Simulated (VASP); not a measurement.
All values below come from SCAN meta-GGA, VASP's PBE PAW potentials (set 64) (plane waves; VASP).

A VASP calculation is set up with these files.

**INCAR**
```
ISMEAR = 1
NSW = 60   ! most ionic steps
METAGGA = SCAN
SIGMA = 0.1   ! width (eV)
LMIXTAU = .True.
LASPH = .True.   ! aspherical one-centre terms
ALGO = Normal   ! blocked Davidson
ISIF = 3
PREC = Accurate
NELM = 100
IBRION = 2
LWAVE = .False.
EDIFF = 1E-6
SYSTEM = Be
EDIFFG = -0.01   ! ionic stop
ENCUT = 520   ! plane-wave cut-off (eV)
LCHARG = .False.
LREAL = .False.   ! projection in real space or not
```

### POSCAR
```
Be
1
    1.1351494535    -1.9661363576     0.0000000000
    1.1351494535     1.9661363576     0.0000000000
    0.0000000000    -0.0000000000     3.5511295196
Be
2
Direct
  0.3333330000   0.6666670000   0.2500000000
  0.6666670000   0.3333330000   0.7500000000
```

### KPOINTS
```
Automatic mesh
0
Gamma
16 16 9
0 0 0
```

POTCAR, in this order: Be (PBE.64 set). Program: vasp_std.

The resulting files:

**OUTCAR**
```
 ion  position               nearest neighbor table
   1  0.333  0.667  0.250-   2 2.21   2 2.21   2 2.21   2 2.21   2 2.21   2 2.21
   2  0.667  0.333  0.750-   1 2.21   1 2.21   1 2.21   1 2.21   1 2.21   1 2.21
  LATTYP: Found a hexagonal cell.
 ALAT       =     2.2702987597
 C/A-ratio  =     1.5641683740
 Subroutine PRICEL returns:
 Original cell was already a primitive cell.
 Subroutine GETGRP returns: Found 24 space group operations
The static configuration has the point symmetry D_3d.
 The point group associated with its full space group is D_6h.
The dynamic configuration has the point symmetry D_3d.
 Subroutine INISYM returns: Found 24 space group operations
 Subroutine IBZKPT returns following result:
 Found    150 irreducible k-points:

 Following reciprocal coordinates:
            Coordinates               Weight
  0.000000  0.000000  0.000000      1.000000
  0.062500 -0.000000  0.000000      6.000000
  0.125000 -0.000000  0.000000      6.000000
  0.187500  0.000000  0.000000      6.000000
  0.250000 -0.000000  0.000000      6.000000
  0.312500  0.000000  0.000000      6.000000
  0.375000  0.000000  0.000000      6.000000
...
```

File OSZICAR:
```
       N       E                     dE             d eps       ncg     rms          rms(c)
DAV:   1    -0.443129167677E+01   -0.44313E+01   -0.18565E+03  1818   0.565E+02
DAV:   2    -0.902042866818E+01   -0.45891E+01   -0.43626E+01  2766   0.639E+01
DAV:   3    -0.904729478582E+01   -0.26866E-01   -0.26866E-01  2328   0.447E+00
DAV:   4    -0.904732235452E+01   -0.27569E-04   -0.27568E-04  2664   0.131E-01
DAV:   5    -0.904732236119E+01   -0.66635E-08   -0.74395E-08  2304   0.150E-03    0.128E+00
DAV:   6    -0.869994592300E+01    0.34738E+00   -0.77188E-02  1848   0.288E+00    0.806E-01
DAV:   7    -0.860223235159E+01    0.97714E-01   -0.73576E-02  1800   0.342E+00    0.959E-02
DAV:   8    -0.871964046043E+01   -0.11741E+00   -0.42259E-02  1818   0.208E+00    0.105E-01
DAV:   9    -0.867896205673E+01    0.40678E-01   -0.44386E-02  1800   0.256E+00    0.116E-01
DAV:  10    -0.866877107384E+01    0.10191E-01   -0.10513E-03  2280   0.440E-01    0.145E-01
DAV:  11    -0.873031423864E+01   -0.61543E-01   -0.11071E-01  1800   0.437E+00    0.663E-02
DAV:  12    -0.873130681938E+01   -0.99258E-03   -0.86263E-04  2694   0.385E-01    0.712E-02
DAV:  13    -0.873139065747E+01   -0.83838E-04   -0.26888E-05  2220   0.653E-02    0.674E-02
DAV:  14    -0.873071246685E+01    0.67819E-03   -0.57388E-04  1812   0.206E-01    0.407E-02
DAV:  15    -0.873042026591E+01    0.29220E-03   -0.10318E-03  1812   0.460E-01    0.198E-02
DAV:  16    -0.873024345260E+01    0.17681E-03   -0.36513E-04  1830   0.178E-01    0.941E-03
DAV:  17    -0.873027960400E+01   -0.36151E-04   -0.24953E-03  1824   0.426E-01    0.241E-02
DAV:  18    -0.873015367853E+01    0.12593E-03   -0.67209E-04  1812   0.244E-01    0.302E-03
DAV:  19    -0.873016136713E+01   -0.76886E-05   -0.39666E-05  2016   0.545E-02    0.579E-03
DAV:  20    -0.873015999215E+01    0.13750E-05   -0.22288E-05  1824   0.509E-02    0.190E-03
DAV:  21    -0.873015700504E+01    0.29871E-05   -0.21414E-06  1992   0.246E-02    0.788E-04
DAV:  22    -0.873015778163E+01   -0.77659E-06   -0.69075E-07  1242   0.929E-03
   1 F= -.87301578E+01 E0= -.87301067E+01  d E =-.873016E+01
```

OUTCAR:
```
------------------------ aborting loop because EDIFF is reached ----------------------------------------
  FORCE on cell =-STRESS in cart. coord.  units (eV):
  Direction    XX          YY          ZZ          XY          YZ          ZX
  --------------------------------------------------------------------------------------
  Total       -0.0036723     -0.0036723     -0.0022808     -0.0000000      0.0000000      0.0000000
  in kB       -0.3711824     -0.3711824     -0.2305302     -0.0000000      0.0000000      0.0000000
  external PRESSURE =      -0.3242983 kB  Pullay stress =       0.0000000 kB
  volume of cell :       15.85
      direct lattice vectors                 reciprocal lattice vectors
     1.135149453 -1.966136358  0.000000000     0.440470634 -0.254305861  0.000000000
     1.135149453  1.966136358  0.000000000     0.440470634  0.254305861  0.000000000
     0.000000000  0.000000000  3.551129520     0.000000000  0.000000000  0.281600543
 POSITION                                       TOTAL-FORCE (eV/Angst)
 -----------------------------------------------------------------------------------
      1.13515      0.65538      0.88778         0.000000     -0.000000      0.000000
      1.13515     -0.65538      2.66335        -0.000000      0.000000      0.000000
 -----------------------------------------------------------------------------------
    total drift:                               -0.000000     -0.000004      0.000005
  FREE ENERGIE OF THE ION-ELECTRON SYSTEM (eV)
  ---------------------------------------------------
  free  energy   TOTEN  =        -8.7301577816 eV

  energy  without entropy=       -8.7300044327  energy(sigma->0) =       -8.73010667

 reached required accuracy - stopping structural energy minimisation
```
(Selected blocks of OUTCAR.)

The compound is Be in the hcp structure. It was relaxed first. The start is the result of an earlier pass.
